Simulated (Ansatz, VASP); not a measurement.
**GaGe3 in VASP and in Ansatz**

```
Ga Ge
1.0
     4.27847    0.00000    0.00000
     0.00000    4.27847    0.00000
     0.00000    0.00000    4.27847
Ga Ge
1 3
Direct
  0.00000 0.00000 0.00000
  0.00000 0.50000 0.50000
  0.50000 0.00000 0.50000
  0.50000 0.50000 0.99416
```

The cell comes from a database or a generator and needn't be the stable form of this composition.

Alike in both runs: task single point; functional PBE; k mesh 6 × 6 × 6; occupations fermi-dirac, width 0.15 eV; no spin polarisation.

```csv
,VASP,Ansatz
version,VASP 6.6.1,Ansatz 0.2.0
potentials or method,"VASP PAW PBE potentials, release 64 (Ga_d, Ge_d)","plane waves, PAW"
plane-wave cutoff (eV),520,470
valence electrons in the cell,55,55
```

```tsv
	VASP	Ansatz	Ansatz less VASP
rms of the force components (eV/Å)	0.009	0.009	-0.0001
```

Atom by atom the forces differ by 0.000 eV/Å (rms over components).
